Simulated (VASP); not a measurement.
# Lattice vibrations of Sr (Strontium), part 4 of 4

How does the lattice of Sr (Strontium) vibrate? The start is a cell from a database of measured crystal structures.

VASP 6.6.1; LDA; plane waves and PAW (Sr_sv).

Still holding for the runs below: The k-mesh is coarse for a metal.

So far. Step 3 (Relax the host again, on a new basis): The run ended after 3 ionic steps, 0.001 eV below its first step, once forces and stress met EDIFFG = -0.02. Step 4 (Tight relaxation): The run ended after 3 ionic steps, 0.000 eV below its first step, once forces and stress met EDIFFG = -0.002.

## 5. Force constants in the supercell (continued)

OUTCAR, selected parts (step 5):

```text
   k-points           NKPTS =      4   k-points in BZ     NKDIM =      4   number of bands    NBANDS=    162

   ENCUT  =  350.0 eV  25.72 Ry    5.07 a.u.  18.73 18.73 18.73*2*pi/ulx,y,z

   NELECT =     270.0000    total number of electrons

 E-fermi :   1.9041

 k-point     1 :       0.0000    0.0000    0.0000
  band No.  band energies     occupation
    ...
    131       1.7275      2.01666
    132       1.7276      2.01639
    133       1.7279      2.01579
    134       1.7279      2.01579
    135       1.7280      2.01576
    136       2.0992     -0.04479
    137       2.1009     -0.04682
    138       2.1009     -0.04682
    139       2.1010     -0.04695
    140       2.1020     -0.04802
    ...

 POSITION                                       TOTAL-FORCE (eV/Angst)
 -----------------------------------------------------------------------------------
     -0.01500      0.00000      0.00000         0.028482     -0.000000      0.000000
      2.89411      2.89411      0.00000        -0.003852     -0.003377      0.000000
      5.78823      5.78823      0.00000        -0.003940     -0.003497      0.000000
      2.89411      0.00000      2.89411        -0.003852     -0.000000     -0.003377
      5.78823      2.89411      2.89411        -0.000183      0.000000      0.000000
      8.68234      5.78823      2.89411         0.000238      0.000009     -0.000009
      5.78823      0.00000      5.78823        -0.003940     -0.000000     -0.003497
      8.68234      2.89411      5.78823         0.000238     -0.000009      0.000009
     11.57646      5.78823      5.78823        -0.000185      0.000005      0.000005
      0.00000      2.89411      2.89411         0.000238     -0.000009     -0.000009
      2.89411      5.78823      2.89411        -0.000185      0.000005     -0.000005
      5.78823      8.68234      2.89411        -0.003940     -0.000000      0.003497
      2.89411      2.89411      5.78823        -0.000185     -0.000005      0.000005
      5.78823      5.78823      5.78823        -0.000183     -0.000000     -0.000000
      8.68234      8.68234      5.78823        -0.000029     -0.000000      0.000014
      5.78823      2.89411      8.68234        -0.003940      0.003497      0.000000
      8.68234      5.78823      8.68234        -0.000029      0.000014      0.000000
     11.57646      8.68234      8.68234         0.001668     -0.000000      0.000000
      0.00000      5.78823      5.78823         0.000238      0.000009      0.000009
      2.89411      8.68234      5.78823        -0.003852     -0.000000      0.003377
      5.78823     11.57646      5.78823        -0.000183      0.000000     -0.000000
      2.89411      5.78823      8.68234        -0.003852      0.003377      0.000000
      5.78823      8.68234      8.68234         0.001654     -0.000000      0.000000
      8.68234     11.57646      8.68234        -0.000029     -0.000014      0.000000
[...]
-----------------------------------------------------------------------------------
    total drift:                                0.000142     -0.000000     -0.000000

  FREE ENERGIE OF THE ION-ELECTRON SYSTEM (eV)
  ---------------------------------------------------
  free  energy   TOTEN  =       -51.0564633791 eV

  energy  without entropy=      -51.1533340418  energy(sigma->0) =      -51.08875360

 Eigenvectors and eigenvalues of the dynamical matrix
 ----------------------------------------------------

   1 f  =    2.961477 THz    18.607511 2PiTHz   98.784252 cm-1    12.247681 meV
             X         Y         Z           dx          dy          dz
      0.000000  0.000000  0.000000     0.129435   -0.039431    0.114839
      2.894114  2.894114  0.000000    -0.123760    0.111525   -0.020590
      5.788228  5.788228  0.000000    -0.005675   -0.072094   -0.045095
      2.894114  0.000000  2.894114    -0.200947   -0.072154    0.032762
      5.788228  2.894114  2.894114    -0.018925    0.069347    0.192696
[...]
2.894114  2.894114  0.000000    -0.029198   -0.131017   -0.034966
      5.788228  5.788228  0.000000    -0.115027    0.165002    0.191403
      2.894114  0.000000  2.894114    -0.121644    0.102887    0.068390
      5.788228  2.894114  2.894114     0.005422    0.045723   -0.114910
      8.682343  5.788228  2.894114     0.116222   -0.148611   -0.157978
      5.788228  0.000000  5.788228    -0.022581   -0.210725   -0.076493
      8.682343  2.894114  5.788228     0.023777    0.182595    0.149876
     11.576457  5.788228  5.788228    -0.001196    0.028130   -0.033424
      0.000000  2.894114  2.894114     0.005422   -0.148611    0.149876
      2.894114  5.788228  2.894114     0.116222    0.102887   -0.033424
      5.788228  8.682343  2.894114    -0.121644    0.045723   -0.076493
      2.894114  2.894114  5.788228     0.023777    0.028130   -0.034966
      5.788228  5.788228  5.788228    -0.001196   -0.210725    0.191403
      8.682343  8.682343  5.788228    -0.022581    0.182595    0.008103
      5.788228  2.894114  8.682343    -0.029198    0.165002   -0.114910
      8.682343  5.788228  8.682343    -0.115027   -0.033985   -0.157978
     11.576457  8.682343  8.682343     0.144225   -0.131017    0.068390
      0.000000  5.788228  5.788228    -0.001196    0.182595   -0.157978
      2.894114  8.682343  5.788228    -0.022581    0.028130    0.068390
      5.788228 11.576457  5.788228     0.023777   -0.210725   -0.114910
      2.894114  5.788228  8.682343    -0.115027   -0.131017   -0.033424
      5.788228  8.682343  8.682343     0.144225    0.165002   -0.076493
      8.682343 11.576457  8.682343    -0.029198   -0.033985    0.149876
      5.788228  5.788228 11.576457     0.116222    0.045723    0.191403
      8.682343  8.682343 11.576457    -0.121644   -0.148611    0.008103
     11.576457 11.576457 11.576457     0.005422    0.102887   -0.034966

   4 f  =    2.961477 THz    18.607511 2PiTHz   98.784252 cm-1    12.247681 meV
             X         Y         Z           dx          dy          dz
      0.000000  0.000000  0.000000    -0.026613   -0.060875    0.044337
      2.894114  2.894114  0.000000     0.115395   -0.077502   -0.023436
      5.788228  5.788228  0.000000    -0.088782    0.138377   -0.218490
      2.894114  0.000000  2.894114     0.017583   -0.104470   -0.194963
      5.788228  2.894114  2.894114    -0.115698    0.069279    0.067864
      8.682343  5.788228  2.894114     0.098115    0.035191    0.000091
      5.788228  0.000000  5.788228     0.009030   -0.207656    0.150626
      8.682343  2.894114  5.788228     0.000303    0.025684   -0.044428
     11.576457  5.788228  5.788228    -0.009333    0.181972    0.218399
      0.000000  2.894114  2.894114    -0.115698    0.035191   -0.044428
      2.894114  5.788228  2.894114     0.098115   -0.104470    0.218399
      5.788228  8.682343  2.894114     0.017583    0.069279    0.150626
      2.894114  2.894114  5.788228     0.000303    0.181972   -0.023436
      5.788228  5.788228  5.788228    -0.009333   -0.207656   -0.218490
      8.682343  8.682343  5.788228     0.009030    0.025684    0.044337
      5.788228  2.894114  8.682343     0.115395    0.138377    0.067864
      8.682343  5.788228  8.682343    -0.088782   -0.060875    0.000091
     11.576457  8.682343  8.682343    -0.026613   -0.077502   -0.194963
      0.000000  5.788228  5.788228    -0.009333    0.025684    0.000091
      2.894114  8.682343  5.788228     0.009030    0.181972   -0.194963
      5.788228 11.576457  5.788228     0.000303   -0.207656    0.067864
      2.894114  5.788228  8.682343    -0.088782   -0.077502    0.218399
      5.788228  8.682343  8.682343    -0.026613    0.138377    0.150626
      8.682343 11.576457  8.682343     0.115395   -0.060875   -0.044428
    [... 2310 further lines ...]
      5.788228  5.788228 11.576457    -0.011792   -0.190131    0.027351
      8.682343  8.682343 11.576457    -0.011792   -0.190131    0.027351
     11.576457 11.576457 11.576457    -0.011792   -0.190131    0.027351

 ELASTIC MODULI CONTR FROM IONIC RELAXATION (kBar)
 Direction    XX          YY          ZZ          XY          YZ          ZX
 --------------------------------------------------------------------------------
 XX           0.0000      0.0000      0.0000      0.0000      0.0000      0.0000
 YY           0.0000      0.0000      0.0000      0.0000      0.0000      0.0000
 ZZ           0.0000      0.0000      0.0000      0.0000      0.0000      0.0000
 XY           0.0000      0.0000      0.0000      0.0000      0.0000      0.0000
 YZ           0.0000      0.0000      0.0000      0.0000      0.0000      0.0000
 ZX           0.0000      0.0000      0.0000      0.0000      0.0000      0.0000
 --------------------------------------------------------------------------------

[... 1 part as in an earlier step ...]

[... 13 further parts left out ...]
```

The last energy, forces, stress and levels in OUTCAR belong to the last displaced cell, not to the cell of POSCAR.

Numbers from this step:

- electrons: 270
- lowest frequency: 9.82e-7 cm⁻¹
- highest frequency: 115.2 cm⁻¹
- dynamically stable: yes
- zero point energy: 13.67 meV/atom
- heat capacity 300: 24.67 J/K/mol of atoms
- entropy 300: 52.40 J/K/mol of atoms

No long-range dipole term. Phonon branches along the path, in cm⁻¹:

```tsv
point	branch 1	branch 2	branch 3
Γ	0	0	0
0.47 of the way	56	56	69
X	80	80	115
0.47 of the way	76	85	111
W	70	98	98
0.47 of the way	70	92	103
K	70	88	106
0.47 of the way	39	68	82
Γ	0	0	0
0.47 of the way	35	35	71
L	48	48	104
0.47 of the way	56	70	103
U	70	88	106
0.47 of the way	70	91	104
W	70	98	98
0.47 of the way	60	80	102
L	48	48	104
0.53 of the way	58	74	102
K	70	88	106
jump to U	70	88	106
0.53 of the way	78	82	113
X	80	80	115
```

The phonon branches as a text plot (rows in cm⁻¹):

```
    113 |       ****                                           **
    108 |           *                                         *
    103 |      *     * ***               *********   *********
     98 |             *   *             *         ***
     94 |            * *  **                     * *
     89 |     *     *   ** **          *      ***   *        *
     84 |          *         *               *              * **
     79 |    *  ***         *         *                        **
     74 |      *   **                                *     *  *
     70 |            ****    **             *  *****         *
     65 |     *          *                    *     * *     *
     60 |   **            *    *     *       *       *    **
     55 |                     *            **         ** *
     50 |   *              **            ***           ****
     46 |                      *    *   *
     41 |  *                 *         *
     36 |  *                    *     *
     31 | *                   *      *
     26 | *                    **
     22 |                          **
     17 |                       *
     12 |*                       * *
      7 |*                       *
      2 |                         *
         Γ       X    W  K        Γ      L     U  W     L   K|U X
```

The phonon density of states has structure finer than the step of the table below, so its rows give means over 5 cm⁻¹, whole bins alone (the curve runs from -11.5 to 126 cm⁻¹). Peaks (cm⁻¹: height): 69.1: 0.0548, 102.2: 0.0953.

The phonon density of states by frequency; means over each step:

frequency (cm⁻¹), phonon density of states (states/cm⁻¹/cell) and a bar:
```
        0     0.0000 
        5     0.0001 
       10     0.0006 
       15     0.0015 #
       20     0.0028 #
       25     0.0047 ##
       30     0.0073 ###
       35     0.0107 #####
       40     0.0158 #######
       45     0.0238 ###########
       50     0.0383 #################
       55     0.0429 ###################
       60     0.0466 #####################
       65     0.0508 #######################
       70     0.0502 ######################
       75     0.0416 ###################
       80     0.0392 #################
       85     0.0397 ##################
       90     0.0378 #################
       95     0.0351 ################
      100     0.0674 ##############################
      105     0.0306 ##############
      110     0.0112 #####
      115     0.0023 #
      120     0.0000
```

The heat capacity at constant volume by temperature:

```tsv
temperature (K)	heat capacity at constant volume (J/K/mol of atoms)
0	0
25	7.69
75	21.0
100	22.6
150	23.9
175	24.1
200	24.3
250	24.5
275	24.6
300	24.7
350	24.7
375	24.8
425	24.8
450	24.8
475	24.8
525	24.9
550	24.9
575	24.9
625	24.9
650	24.9
700	24.9
725	24.9
750	24.9
800	24.9
825	24.9
850	24.9
900	24.9
925	24.9
975	24.9
1000	24.9
```

Vibrational entropy against temperature:

```tsv
temperature (K)	vibrational entropy (J/K/mol of atoms)
0	0
50	12.0
100	26.1
150	35.5
200	42.5
250	47.9
275	50.3
325	54.4
375	57.9
425	61.0
475	63.8
525	66.3
575	68.5
625	70.6
675	72.5
725	74.3
750	75.1
800	76.7
850	78.3
900	79.7
950	81.0
1000	82.3
```

## 6. Summary of results

```json
{
 "highest frequency": "115 cm⁻¹",
 "lowest frequency": "9.8e-7 cm⁻¹",
 "zero point energy": "13.7 meV/atom",
 "heat capacity 300": "24.7 J/K/mol of atoms",
 "entropy 300": "52.4 J/K/mol of atoms"
}
```

In words: The spectrum reaches 115 cm⁻¹, and its lowest point lies at 0 cm⁻¹. No mode is imaginary, so the structure is a local minimum as far as this supercell can tell. Frequencies between the wave vectors that fit the supercell are interpolated. The relaxed cell's volume lies -13.9 % from the database cell's, so the frequencies belong to that other cell.

[Lines on the potential files, build, host, timing and source positions are cut from VASP's logs without a mark.]

[Logs are printed without paths, hosts, clocks, repeated set-up lines and the standing remarks that a program may print on its own settings, such as how far it seeks lower states.]

[Hosts, paths, dates, database ids (printed as entryN), source tags and the programs' standing remarks are cut or masked in the printed files.]

[Runs that stopped without an error message from VASP are left out.]
